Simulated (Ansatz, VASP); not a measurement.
# Zn (Zinc): VASP beside Ansatz, part 2 of 2

Aim: how closely do two programs agree when they are given the same cell, functional and k mesh? The structure shown comes from an earlier Ansatz run, which isn't shown and may have moved the atoms alone.

VASP 6.6.1 and Ansatz 0.2.0.

So far: The starting structure; Ansatz: elastic constants, PBEsol.

### 3. VASP: elastic constants, PBEsol

Level of this step: PBEsol; plane waves and PAW (Zn) (VASP).

The same cell, functional, mesh and smearing now go to VASP, with its own data sets.

Lines of VASP's logs that name or quote its potential files are left out, and so is its time.

File INCAR:

```
SYSTEM = Zn
PREC = Accurate
ENCUT = 500
EDIFF = 1E-08
NELM = 120
ISMEAR = -1
SIGMA = 0.15
LREAL = .FALSE.
ALGO = Normal
GGA = PS
NBANDS = 18
LORBIT = 11
LWAVE = .FALSE.
LCHARG = .FALSE.
ISIF = 3
IBRION = 6
NFREE = 2
POTIM = 0.015
NSW = 1
LASPH = .TRUE.
GGA_COMPAT = .FALSE.
KPAR = 2
```

File POSCAR:

```
Zn
1.0
    2.6001202786      0.0000000000      0.0000000000
   -1.3000601393      2.2517702142      0.0000000000
    0.0000000000      0.0000000000      4.8593959543
Zn
2
Direct
    0.3333333333      0.6666666667      0.2500000000
    0.6666666667      0.3333333333      0.7500000000
```

File KPOINTS:

```
Automatic mesh
0
Gamma
24 24 10
0 0 0
```

Potentials, in the order of the species: Zn (PBE family, release 64).

Started as:

```bash
> mpirun -np 2 vasp_std
```

Numbers of over 12 decimals in the logs are rounded to 6 here.

What it wrote:

```text
[banner, memory and clock lines left out]
running    2 mpi-ranks, on    1 nodes
 distrk:  each k-point on    1 cores,    2 groups
 distr:  one band on    1 cores,    1 groups

 POSCAR found type information on POSCAR Zn
 POSCAR found :  1 types and       2 ions
|                                                                             |
|               ----> ADVICE to this user running VASP <----                  |
|                                                                             |
|     You enforced a specific xc type in the INCAR file but a different       |
|     [... a line on the potential file left out ...]
|     I HOPE YOU KNOW WHAT YOU ARE DOING!                                     |
|                                                                             |

 LDA part: xc-table for (Slater+PW92), standard interpolation
 POSCAR, INCAR and KPOINTS ok, starting setup
 FFT: planning ... GRIDC
 FFT: planning ... GRID_SOFT
 FFT: planning ... GRID
 WAVECAR not read
 entering main loop
       N       E                     dE             d eps       ncg     rms          rms(c)
DAV:   1     0.103749440811E+03    0.10375E+03   -0.12168E+04 13656   0.209E+03
DAV:   2     0.478171489658E+00   -0.10327E+03   -0.10040E+03 13248   0.292E+02
DAV:   3    -0.349778911997E+01   -0.39760E+01   -0.39611E+01 14800   0.659E+01
DAV:   4    -0.351815168218E+01   -0.20363E-01   -0.20357E-01 14502   0.477E+00
DAV:   5    -0.351817678760E+01   -0.25105E-04   -0.25106E-04 14264   0.149E-01    0.481E+00
DAV:   6    -0.320748528479E+01    0.31069E+00   -0.13166E+00 14192   0.252E+01    0.339E+00
DAV:   7    -0.319193886204E+01    0.15546E-01   -0.47213E-02 16854   0.389E+00    0.176E+00
DAV:   8    -0.318433451571E+01    0.76043E-02   -0.21715E-03 17734   0.712E-01    0.569E-02
DAV:   9    -0.318429156942E+01    0.42946E-04   -0.25546E-04 17890   0.225E-01    0.323E-02
DAV:  10    -0.318429594747E+01   -0.43780E-05   -0.21706E-05 13616   0.424E-02    0.285E-03
DAV:  11    -0.318429579835E+01    0.14912E-06   -0.58384E-07 14758   0.120E-02    0.219E-03
DAV:  12    -0.318429551512E+01    0.28323E-06   -0.13727E-08 11126   0.211E-03    0.550E-04
DAV:  13    -0.318429553015E+01   -0.15030E-07   -0.92631E-09  7266   0.177E-03    0.571E-05
DAV:  14    -0.318429553080E+01   -0.65347E-09   -0.18103E-09  7036   0.373E-04
   1 F= -.31842955E+01 E0= -.31695754E+01  d E =-.294402E-01
[... from here on, the cycles between the ionic steps are left out ...]
   2 F= -.31820513E+01 E0= -.31663205E+01  d E =-.314616E-01
   3 F= -.31783221E+01 E0= -.31640447E+01  d E =-.285547E-01
   8 F= -.31827808E+01 E0= -.31678408E+01  d E =-.298800E-01
   9 F= -.31827832E+01 E0= -.31678432E+01  d E =-.298800E-01
  10 F= -.31835050E+01 E0= -.31686548E+01  d E =-.297004E-01
  11 F= -.31835050E+01 E0= -.31686548E+01  d E =-.297004E-01
  12 F= -.31834991E+01 E0= -.31686597E+01  d E =-.296787E-01
  13 F= -.31834991E+01 E0= -.31686597E+01  d E =-.296788E-01
  14 F= -.31842149E+01 E0= -.31694928E+01  d E =-.294441E-01
  15 F= -.31842148E+01 E0= -.31694927E+01  d E =-.294441E-01
  16 F= -.31839812E+01 E0= -.31692594E+01  d E =-.294437E-01
 Finite differences progress:
  Degree of freedom:   8/  8
  Displacement:        1/  2
  Total:              15/ 16
 bond charge predicted
       N       E                     dE             d eps       ncg     rms          rms(c)
DAV:   1    -0.318351911583E+01    0.46211E-03   -0.36675E+00 20644   0.145E+01    0.750E-02
DAV:   2    -0.318402264219E+01   -0.50353E-03   -0.56433E-03 20446   0.783E-01    0.435E-02
DAV:   3    -0.318398629324E+01    0.36349E-04   -0.49286E-05 23396   0.949E-02    0.139E-02
DAV:   4    -0.318398152916E+01    0.47641E-05   -0.88499E-06 22872   0.401E-02    0.244E-03
DAV:   5    -0.318398126210E+01    0.26706E-06   -0.67631E-07 21688   0.798E-03    0.864E-04
DAV:   6    -0.318398123181E+01    0.30291E-07   -0.52619E-08 21182   0.220E-03    0.280E-04
DAV:   7    -0.318398123245E+01   -0.64756E-09   -0.47293E-09 11314   0.736E-04
  17 F= -.31839812E+01 E0= -.31692594E+01  d E =-.294437E-01
 Finite differences progress:
  Degree of freedom:   8/  8
  Displacement:        2/  2
  Total:              16/ 16
```

OUTCAR, selected parts (step 3):

```text
ion  position               nearest neighbor table
   1  0.333  0.667  0.250-   2 2.86   2 2.86   2 2.86   2 2.86   2 2.86   2 2.86
   2  0.667  0.333  0.750-   1 2.86   1 2.86   1 2.86   1 2.86   1 2.86   1 2.86

  LATTYP: Found a hexagonal cell.
 ALAT       =     2.6001202786
 C/A-ratio  =     1.8689119862

 Subroutine GETGRP returns: Found 24 space group operations
 (whereof 12 operations were pure point group operations)

The static configuration has the point symmetry D_3d.
 The point group associated with its full space group is D_6h.

 Found    366 irreducible k-points:

   k-points           NKPTS =    366   k-points in BZ     NKDIM =    366   number of bands    NBANDS=     18

   dimension x,y,z NGX =    20 NGY =   20 NGZ =   36
   dimension x,y,z NGXF=    40 NGYF=   40 NGZF=   72

   ENCUT  =  500.0 eV  36.75 Ry    6.06 a.u.   4.74  4.74  8.86*2*pi/ulx,y,z

   NELECT =      24.0000    total number of electrons

 k-points in reciprocal lattice and weights: Automatic mesh
   0.00000000  0.00000000  0.00000000       0.000
   0.04166667 -0.00000000  0.00000000       0.001
   0.08333333  0.00000000  0.00000000       0.001
   0.12500000  0.00000000  0.00000000       0.001
   0.16666667  0.00000000  0.00000000       0.001
   0.20833333  0.00000000  0.00000000       0.001
   0.25000000  0.00000000  0.00000000       0.001
   0.29166667  0.00000000  0.00000000       0.001
   0.33333333  0.00000000  0.00000000       0.001
[...]
0.33333333  0.29166667  0.50000000       0.002
   0.33333333  0.33333333  0.50000000       0.000

 average (electrostatic) potential at core
       1 -36.4110       2 -36.4110

 E-fermi :   3.4206

 k-point     1 :       0.0000    0.0000    0.0000
  band No.  band energies     occupation
    ...
      9      -3.9679      2.00000
     10      -3.7387      2.00000
     11      -3.7387      2.00000
     12      -0.5994      2.00000
     13       0.3672      2.00000
     14      17.4137      0.00000
     15      21.1861      0.00000
     16      21.8701      0.00000
     17      21.8701      0.00000
     18      23.3272      0.00000

 k-point     2 :       0.0417   -0.0000    0.0000
  band No.  band energies     occupation
    ...
      9      -3.9734      2.00000
     10      -3.7780      2.00000
     11      -3.7380      2.00000
     12      -0.5047      2.00000
     13       0.3932      2.00000
     14      17.4748      0.00000
     15      20.5862      0.00000
     16      21.2170      0.00000
     17      21.2209      0.00000
     18      22.5870      0.00000

 k-point     3 :       0.0833    0.0000    0.0000
  band No.  band energies     occupation
    ...
      9      -3.9892      2.00000
     10      -3.8754      2.00000
     11      -3.7365      2.00000
     12      -0.2351      2.00000
     13       0.4733      2.00000
     14      17.6548      0.00000
     15      18.5708      0.00000
     16      20.1639      0.00000
     17      21.1081      0.00000
     18      22.0309      0.00000

  Total        0.1029410      0.1029410      0.0520413      0.0000000      0.0000000      0.0000000
  in kB        5.7969428      5.7969428      2.9306168      0.0000000      0.0000000      0.0000000
  external PRESSURE =       4.8415008 kB  Pullay stress =       0.0000000 kB

  energy-cutoff  :      500.00
  volume of cell :       28.45
      direct lattice vectors                 reciprocal lattice vectors
     2.600120279  0.000000000  0.000000000     0.384597593  0.222047524  0.000000000
    -1.300060139  2.251770214  0.000000000     0.000000000  0.444095047  0.000000000
     0.000000000  0.000000000  4.859395954     0.000000000  0.000000000  0.205786894

 POSITION                                       TOTAL-FORCE (eV/Angst)
 -----------------------------------------------------------------------------------
     -0.00000      1.50118      1.19985        -0.000000      0.000000      0.041148
      1.30006      0.75059      3.64455         0.000000      0.000000     -0.041148
 -----------------------------------------------------------------------------------
    total drift:                                0.000000      0.000001     -0.000336

  FREE ENERGIE OF THE ION-ELECTRON SYSTEM (eV)
  ---------------------------------------------------
  free  energy   TOTEN  =        -3.1839812325 eV

  energy  without entropy=       -3.1545375432  energy(sigma->0) =       -3.16925939

  SYMMETRIZED ELASTIC MODULI (kBar)
 Direction    XX          YY          ZZ          XY          YZ          ZX
 --------------------------------------------------------------------------------
 XX        2054.8498    523.7614    625.7359      0.0000      0.0000      0.0000
 YY         523.7614   2054.8498    625.7359      0.0000     -0.0000      0.0000
 ZZ         625.7359    625.7359    783.3866     -0.0000      0.0000     -0.0000
 XY           0.0000      0.0000      0.0000    765.5442     -0.0000      0.0000
 YZ          -0.0000     -0.0000      0.0000      0.0000    395.8965      0.0000
 ZX           0.0000      0.0000      0.0000     -0.0000      0.0000    395.8965
 --------------------------------------------------------------------------------

 Eigenvectors and eigenvalues of the dynamical matrix
 ----------------------------------------------------

   1 f  =    4.527960 THz    28.450012 2PiTHz  151.036492 cm-1    18.726130 meV
             X         Y         Z           dx          dy          dz
     -0.000000  1.501180  1.214849    -0.000000   -0.000000    0.707107
      1.300060  0.750590  3.644547     0.000000    0.000000   -0.707107

   2 f  =    2.252281 THz    14.151498 2PiTHz   75.128004 cm-1     9.314681 meV
             X         Y         Z           dx          dy          dz
     -0.000000  1.501180  1.214849     0.000000   -0.707107    0.000000
      1.300060  0.750590  3.644547    -0.000000    0.707107    0.000000

   3 f  =    2.252281 THz    14.151498 2PiTHz   75.128004 cm-1     9.314681 meV
             X         Y         Z           dx          dy          dz
     -0.000000  1.501180  1.214849    -0.707107    0.000000   -0.000000
      1.300060  0.750590  3.644547     0.707107    0.000000   -0.000000

   4 f  =    0.000000 THz     0.000000 2PiTHz    0.000002 cm-1     0.000000 meV
             X         Y         Z           dx          dy          dz
     -0.000000  1.501180  1.214849     0.002230    0.075597    0.703051
      1.300060  0.750590  3.644547     0.002230    0.075597    0.703051

   5 f  =    0.000000 THz     0.000000 2PiTHz    0.000000 cm-1     0.000000 meV
             X         Y         Z           dx          dy          dz
     -0.000000  1.501180  1.214849     0.088939    0.697441   -0.075276
      1.300060  0.750590  3.644547     0.088939    0.697441   -0.075276

   6 f/i=    0.000000 THz     0.000000 2PiTHz    0.000000 cm-1     0.000000 meV
             X         Y         Z           dx          dy          dz
     -0.000000  1.501180  1.214849     0.701488   -0.088666    0.007308
      1.300060  0.750590  3.644547     0.701488   -0.088666    0.007308

 ELASTIC MODULI CONTR FROM IONIC RELAXATION (kBar)
 Direction    XX          YY          ZZ          XY          YZ          ZX
 --------------------------------------------------------------------------------
 XX          -3.3022      3.3022     -0.0000      0.0000      0.0000      0.0000
 YY           3.3022     -3.3022      0.0000     -0.0000     -0.0000      0.0000
 ZZ          -0.0000      0.0000     -0.0000     -0.0000      0.0000      0.0000
 XY           0.0000     -0.0000     -0.0000     -3.3022      0.0000      0.0000
 YZ           0.0000     -0.0000      0.0000      0.0000     -0.0000      0.0000
 ZX           0.0000      0.0000      0.0000      0.0000      0.0000      0.0000
 --------------------------------------------------------------------------------

 TOTAL ELASTIC MODULI (kBar)
 Direction    XX          YY          ZZ          XY          YZ          ZX
 --------------------------------------------------------------------------------
 XX        2051.5476    527.0636    625.7359      0.0000      0.0000      0.0000
 YY         527.0636   2051.5476    625.7359     -0.0000     -0.0000      0.0000
 ZZ         625.7359    625.7359    783.3866     -0.0000      0.0000     -0.0000
 XY           0.0000     -0.0000     -0.0000    762.2420     -0.0000      0.0000
 YZ          -0.0000     -0.0000      0.0000      0.0000    395.8965      0.0000
 ZX           0.0000      0.0000      0.0000     -0.0000      0.0000    395.8965
 --------------------------------------------------------------------------------

 total charge
# of ion       s       p       d       tot
------------------------------------------
    1        0.604   0.498   9.723  10.826
    2        0.604   0.498   9.723  10.826
--------------------------------------------------
tot          1.209   0.997  19.446  21.652

[... 3 further parts left out ...]
```

CONTCAR:

```
Zn
   1.00000000000000
     2.6001202785999999    0.0000000000000000    0.0000000000000000
    -1.3000601393000000    2.2517702142000000    0.0000000000000000
     0.0000000000000000    0.0000000000000000    4.8593959543000000
  Zn
     2
Direct
     0.3333333332999970    0.6666666667000030    0.2469131965904679
     0.6666666667000030    0.3333333332999970    0.7500000000000000
```

Levels, forces or a CONTCAR printed for this step are those of its last displaced cell, not of the structure at rest.

### 4. Comparison

Known differences besides the potentials themselves: the cutoff is 320 eV in Ansatz and 500 eV in VASP; Ansatz makes its cores anew for this functional, VASP keeps those of its PBE data sets; VASP takes each elastic constant from one size of strain, Ansatz from those that its log lists; Ansatz's log warns that its cutoff lies below the recommended one. Total energies have different zeros and are not compared.

The two programs side by side:

```
 quantity  Ansatz   VASP  difference
C11 (GPa)   206.0  205.2     +0.40 %
C22 (GPa)   206.0  205.2     +0.40 %
C33 (GPa)    76.1   78.3     -2.88 %
C12 (GPa)    52.2   52.7     -0.89 %
C13 (GPa)    62.0   62.6     -0.89 %
C23 (GPa)    62.0   62.6     -0.89 %
C44 (GPa)    39.5   39.6     -0.31 %
C55 (GPa)    39.5   39.6     -0.31 %
C66 (GPa)    76.9   76.2     +0.84 %
```

### 5. Outcome

| Quantity | Value |
| --- | --- |
| difference in C33 (elastic constants, PBEsol) | -2.9 % |

The difference in C33 is -2.9 % (elastic constants, PBEsol), within the 5 % picked in this series as the mark of a large difference. Such differences can come from data sets, numerical settings and the points named under the comparisons, not from the functional's error against experiment.

[Lines on the potential files, build, host, timing and source positions are cut from VASP's logs without a mark.]

[Logs are printed without paths, hosts, clocks, repeated set-up lines and the standing remarks that a program may print on its own settings, such as how far it seeks lower states.]

[Hosts, paths, dates, database ids (printed as entryN), source tags and the programs' standing remarks are cut or masked in the printed files.]
